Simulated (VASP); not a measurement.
Data:

```
CELL_PARAMETERS angstrom
      4.25905     0.00000     0.00000
      0.00000     4.25905     0.00000
      0.00000     0.00000     4.25905
ATOMIC_POSITIONS crystal
  Cu 0.75000 0.25000 0.75000
  Cu 0.25000 0.75000 0.75000
  Cu 0.75000 0.75000 0.25000
  Cu 0.25000 0.25000 0.25000
  O  0.00000 0.00000 0.00000
  O  0.50000 0.50000 0.50000
```

Calculation: r2SCAN meta-GGA with spin-orbit coupling, VASP's PBE PAW potentials (set 64) (plane waves; VASP 6.6.1). Numerical set-up: 520 eV cut-off, 5×5×5 Γ-centred mesh, Gaussian smearing of 0.050 eV, potentials Cu O.

Problem. Give the energies of bands 49 to 62 at the high-symmetry points, in eV from the valence-band maximum.

Solution. 
```
band      Γ      X      M      R
----  -----  -----  -----  -----
49    -1.63  -1.36  -1.37  -1.01
50    -1.63  -1.36  -1.37  -1.01
51    -0.13  -1.36  -1.37  -0.72
52    -0.13  -1.36  -1.37  -0.72
53    -0.13  -0.47  -0.74  -0.72
54    -0.13  -0.47  -0.74  -0.72
55     0.00  -0.47  -0.74  -0.60
56     0.00  -0.47  -0.74  -0.60
57     0.68   2.44   2.12   2.59
58     0.68   2.44   2.12   2.59
59     1.41   2.44   2.12   2.68
60     1.41   2.44   2.12   2.68
61     1.41   4.44   4.07   2.68
62     1.41   4.44   4.07   2.68
```

The gap is direct, 0.68 eV, from the valence maximum at Γ to the conduction minimum at Γ.

Measured: gap 2.20 eV (computed value off by -1.52 eV), as given by Wei Chen et al., Physical Review Materials (2018), doi:10.1103/physrevmaterials.2.073803 [zero-point renormalisation of 0.03 eV added back (the table's ZPR column)].

The compound is Cu2O in the cuprite structure. It was relaxed first.
